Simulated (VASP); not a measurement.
Here is the system:

```yaml
crystal:
  lattice:
    - [0.00000, 2.27000, 2.27000]
    - [2.27000, 0.00000, 2.27000]
    - [2.27000, 2.27000, 0.00000]
  atoms:
    - { symbol: B, position: [0.00000, 0.00000, 0.00000] }
    - { symbol: P, position: [0.25000, 0.25000, 0.25000] }
```

Computed with G0W0 on PBE orbitals, VASP's PBE PAW potentials (set 64) (plane waves; VASP). Numerical set-up: PREC = Normal, 500 eV cut-off, 6×6×6 Γ-centred mesh, Gaussian smearing of 0.010 eV, potentials B_GW P_GW.

The mesh is coarse and the basis finite, so the quasiparticle values are not converged.

NBANDS = 120, ENCUTGW = 180 eV, NOMEGA = 64. The PBE levels (eV) that the step starts from are:

| state | KS energy | filling |
|---|---|---|
| k1 (0.00, 0.00, 0.00), band 1 | -8.33 | 2 |
| k1 (0.00, 0.00, 0.00), band 2 | 7.12 | 2 |
| k1 (0.00, 0.00, 0.00), band 3 | 7.12 | 2 |
| k1 (0.00, 0.00, 0.00), band 4 | 7.12 | 2 |
| k1 (0.00, 0.00, 0.00), band 5 | 10.52 | 0 |
| k1 (0.00, 0.00, 0.00), band 6 | 10.52 | 0 |
| k1 (0.00, 0.00, 0.00), band 7 | 10.52 | 0 |
| k1 (0.00, 0.00, 0.00), band 8 | 14.48 | 0 |
| k7 (0.50, 0.17, 0.00), band 1 | -4.86 | 2 |
| k7 (0.50, 0.17, 0.00), band 2 | -1.21 | 2 |
| k7 (0.50, 0.17, 0.00), band 3 | 3.54 | 2 |
| k7 (0.50, 0.17, 0.00), band 4 | 4.55 | 2 |
| k7 (0.50, 0.17, 0.00), band 5 | 10.41 | 0 |
| k7 (0.50, 0.17, 0.00), band 6 | 13.47 | 0 |
| k7 (0.50, 0.17, 0.00), band 7 | 13.56 | 0 |
| k7 (0.50, 0.17, 0.00), band 8 | 16.05 | 0 |
| k13 (0.50, 0.50, 0.00), band 1 | -3.48 | 2 |
| k13 (0.50, 0.50, 0.00), band 2 | -1.46 | 2 |
| k13 (0.50, 0.50, 0.00), band 3 | 3.01 | 2 |
| k13 (0.50, 0.50, 0.00), band 4 | 3.01 | 2 |
| k13 (0.50, 0.50, 0.00), band 5 | 8.46 | 0 |
| k13 (0.50, 0.50, 0.00), band 6 | 8.78 | 0 |
| k13 (0.50, 0.50, 0.00), band 7 | 19.19 | 0 |
| k13 (0.50, 0.50, 0.00), band 8 | 19.19 | 0 |

Problem. Give the quasiparticle energies and renormalisation factors Z.

Solution. 
| state | QP energy (eV) | Z |
|---|---|---|
| k1 (0.00, 0.00, 0.00), band 1 | -9.11 | 0.69 |
| k1 (0.00, 0.00, 0.00), band 2 | 6.55 | 0.79 |
| k1 (0.00, 0.00, 0.00), band 3 | 6.55 | 0.79 |
| k1 (0.00, 0.00, 0.00), band 4 | 6.55 | 0.79 |
| k1 (0.00, 0.00, 0.00), band 5 | 10.86 | 0.78 |
| k1 (0.00, 0.00, 0.00), band 6 | 10.86 | 0.78 |
| k1 (0.00, 0.00, 0.00), band 7 | 10.86 | 0.78 |
| k1 (0.00, 0.00, 0.00), band 8 | 14.79 | 0.75 |
| k7 (0.50, 0.17, 0.00), band 1 | -5.60 | 0.72 |
| k7 (0.50, 0.17, 0.00), band 2 | -1.98 | 0.72 |
| k7 (0.50, 0.17, 0.00), band 3 | 2.82 | 0.76 |
| k7 (0.50, 0.17, 0.00), band 4 | 3.86 | 0.77 |
| k7 (0.50, 0.17, 0.00), band 5 | 10.65 | 0.79 |
| k7 (0.50, 0.17, 0.00), band 6 | 13.77 | 0.77 |
| k7 (0.50, 0.17, 0.00), band 7 | 13.94 | 0.77 |
| k7 (0.50, 0.17, 0.00), band 8 | 16.36 | 0.75 |
| k13 (0.50, 0.50, 0.00), band 1 | -4.17 | 0.72 |
| k13 (0.50, 0.50, 0.00), band 2 | -2.27 | 0.71 |
| k13 (0.50, 0.50, 0.00), band 3 | 2.27 | 0.76 |
| k13 (0.50, 0.50, 0.00), band 4 | 2.27 | 0.76 |
| k13 (0.50, 0.50, 0.00), band 5 | 8.56 | 0.80 |
| k13 (0.50, 0.50, 0.00), band 6 | 8.91 | 0.80 |
| k13 (0.50, 0.50, 0.00), band 7 | 19.66 | 0.73 |
| k13 (0.50, 0.50, 0.00), band 8 | 19.66 | 0.73 |
On the mesh the gap opens from 1.34 to 2.01 eV.

The compound is BP in the zinc blende structure. The cell was not relaxed at this level.
